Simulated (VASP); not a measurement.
Calculation: PBEsol GGA, VASP's PBE PAW potentials (set 64) (plane waves; VASP).

A VASP calculation is set up with these files.

POSCAR:
```
KI
1
    0.0000000000     3.5350000000     3.5350000000
    3.5350000000     0.0000000000     3.5350000000
    3.5350000000     3.5350000000     0.0000000000
K I
1 1
Direct
  0.0000000000   0.0000000000   0.0000000000
  0.5000000000   0.5000000000   0.5000000000
```

### KPOINTS
```
Automatic
0
gamma
6 6 6
0 0 0
```

**INCAR**
```
! general
SYSTEM  = KI
PREC    = Accurate
ENCUT   = 300
LREAL   = .FALSE.
LASPH   = .TRUE.

! electronic loop
EDIFF   = 1E-6
NELM    = 100
ALGO    = Normal
LMAXMIX = 4

! smearing
ISMEAR  = -1
SIGMA   = 0.05

! functional
GGA     = PS

! ions
ISIF    = 2

! output
LWAVE   = .FALSE.
LCHARG  = .FALSE.
```

POTCAR, in this order: K_sv I (PBE.64 set). Program: vasp_std.

What VASP printed:

### OSZICAR
```
       N       E                     dE             d eps       ncg     rms          rms(c)
DAV:   1     0.694162909923E+02    0.69416E+02   -0.48506E+03   384   0.735E+02
DAV:   2    -0.135307132760E+01   -0.70769E+02   -0.66260E+02   480   0.196E+02
DAV:   3    -0.570164288894E+01   -0.43486E+01   -0.43343E+01   500   0.473E+01
DAV:   4    -0.590172014640E+01   -0.20008E+00   -0.19995E+00   672   0.969E+00
DAV:   5    -0.590339948965E+01   -0.16793E-02   -0.16792E-02   484   0.857E-01    0.307E+00
DAV:   6    -0.582014637066E+01    0.83253E-01   -0.11611E-01   460   0.242E+00    0.220E+00
DAV:   7    -0.581305124114E+01    0.70951E-02   -0.12572E-01   456   0.213E+00    0.863E-01
DAV:   8    -0.581723192962E+01   -0.41807E-02   -0.15264E-02   484   0.101E+00    0.216E-01
DAV:   9    -0.581717357028E+01    0.58359E-04   -0.57787E-04   488   0.157E-01    0.981E-02
DAV:  10    -0.581748136909E+01   -0.30780E-03   -0.47300E-04   456   0.127E-01    0.739E-02
DAV:  11    -0.581748917598E+01   -0.78069E-05   -0.52102E-05   468   0.446E-02    0.124E-02
DAV:  12    -0.581749189906E+01   -0.27231E-05   -0.46963E-06   480   0.214E-02    0.113E-02
DAV:  13    -0.581749195702E+01   -0.57962E-07   -0.72769E-07   364   0.876E-03
   1 F= -.58174920E+01 E0= -.58174920E+01  d E =-.117160E-10
```

### OUTCAR
```
------------------------ aborting loop because EDIFF is reached ----------------------------------------
  FORCE on cell =-STRESS in cart. coord.  units (eV):
  Direction    XX          YY          ZZ          XY          YZ          ZX
  --------------------------------------------------------------------------------------
  Total       -0.1943597     -0.1943597     -0.1943597     -0.0000000     -0.0000000     -0.0000000
  in kB       -3.5246700     -3.5246700     -3.5246700     -0.0000000     -0.0000000     -0.0000000
  external PRESSURE =      -3.5246700 kB  Pullay stress =       0.0000000 kB
  volume of cell :       88.35
      direct lattice vectors                 reciprocal lattice vectors
     0.000000000  3.535000000  3.535000000    -0.141442716  0.141442716  0.141442716
     3.535000000  0.000000000  3.535000000     0.141442716 -0.141442716  0.141442716
     3.535000000  3.535000000  0.000000000     0.141442716  0.141442716 -0.141442716
  FREE ENERGIE OF THE ION-ELECTRON SYSTEM (eV)
  ---------------------------------------------------
  free  energy   TOTEN  =        -5.8174919570 eV

  energy  without entropy=       -5.8174919570  energy(sigma->0) =       -5.81749196
```
(Selected blocks of OUTCAR.)

At this cut-off the stress carries a Pulay error, which pulls relaxed volumes low.

The structure is a typed KI crystal. The cell was not relaxed at this level. The run is one of a series of settings (GGA = PS against the base run), some of them coarse on purpose.
